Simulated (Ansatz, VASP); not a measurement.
**AuCF: VASP beside Ansatz**

The input INCAR:

```
PREC = Accurate ; ENCUT = 520
EDIFF = 1E-7 ; ISMEAR = 0
SIGMA = 0.1 ; LREAL = False
LASPH = True ; NELM = 150
ALGO = Normal ; ISIF = 2
LWAVE = False ; LCHARG = True
ISPIN = 2 ; MAGMOM = 0 0 1 1 0 0
LORBIT = 11 ; LMAXMIX = 4
GGA = PE ; LELF = True
LVHAR = True ; NBANDS = 35
```

Contents of KPOINTS:

```
Automatic mesh
0
Gamma
  6 6 4
```

The input POSCAR:

```
AuCF
1.0
    3.6665826900      0.0000000000      0.0000000000
    0.0000000000      3.6665826900      0.0000000000
    0.0000000000      0.0000000000      6.9723560400
C Au F
2 2 2
Direct
    0.0000000000      0.0000000000      0.0000000000
    0.5000000000      0.5000000000      0.0000000000
    0.5000000000      0.0000000000      0.2989999900
    0.0000000000      0.5000000000      0.7010000100
    0.5000000000      0.0000000000      0.6570000100
    0.0000000000      0.5000000000      0.3429999900
```

Input for Ansatz:

```yaml
crystal:
  lattice:
    - [3.66658269, 0.0, 0.0]
    - [0.0, 3.66658269, 0.0]
    - [0.0, 0.0, 6.97235604]
  atoms:
    - { symbol: C, position: [0.0, 0.0, 0.0] }
    - { symbol: C, position: [0.5, 0.5, 0.0] }
    - { symbol: Au, position: [0.5, 0.0, 0.29899999], spin: 1.0 }
    - { symbol: Au, position: [0.0, 0.5, 0.70100001], spin: 1.0 }
    - { symbol: F, position: [0.5, 0.0, 0.65700001] }
    - { symbol: F, position: [0.0, 0.5, 0.34299999] }
basis:
  ecutwfc: 420
kpoints:
  mp_grid: { grid: [6, 6, 4] }
hamiltonian:
  xc: pbe
scf:
  occupations: { method: gaussian, width: 0.1 }
  lower_state_search: "off"
output:
  forces: true
  stress: true
  eigenvalues: true
  populations: true
magnetization:
  spin_polarized: true
```

Change from the starting cell: species swapped into the SmTiGe type (P4/nmm, No. 129).

Alike in both runs: task single point; functional PBE; k mesh 6 × 6 × 4; occupations gaussian, width 0.1 eV; collinear spin.

|  | VASP | Ansatz |
| --- | --- | --- |
| version | VASP 6.6.1 | Ansatz 0.2.0 |
| potentials or method | VASP PAW PBE potentials, release 64 (C, Au, F) | scalar-relativistic, plane waves, PAW |
| plane-wave cutoff (eV) | 520 | 420 |
| valence electrons in the cell | 44 | 60 |

```tsv
	VASP	Ansatz	Ansatz less VASP
gap on the k mesh at the Fermi level (eV)	none	none	-
pressure (GPa)	-15.6	-15.4	+0.19
largest component of the traceless stress (GPa)	1.76	1.80	+0.047
rms of the force components (eV/Å)	0.802	0.806	+0.0032
net moment per atom (μB)	0.00	0.00	0.000
```

Atom by atom the forces differ by 0.003 eV/Å (rms over components). A gap of «none» marks a metal or a gap that the smearing closes. With one functional, cell and mesh, what is left measures potentials, basis and numerics. The two sets of potentials don't hold the same shells in valence. Ansatz warned: «seeded_moment_not_kept».

Caveats: so large a pressure means that the cell lies far from this level's equilibrium, or that cutoff or potentials fall short (VASP); forces of over 1 eV/Å show positions far from the minimum, so gaps and moduli don't describe the material at rest. Spin-orbit coupling is left out, which matters for the levels of Au.
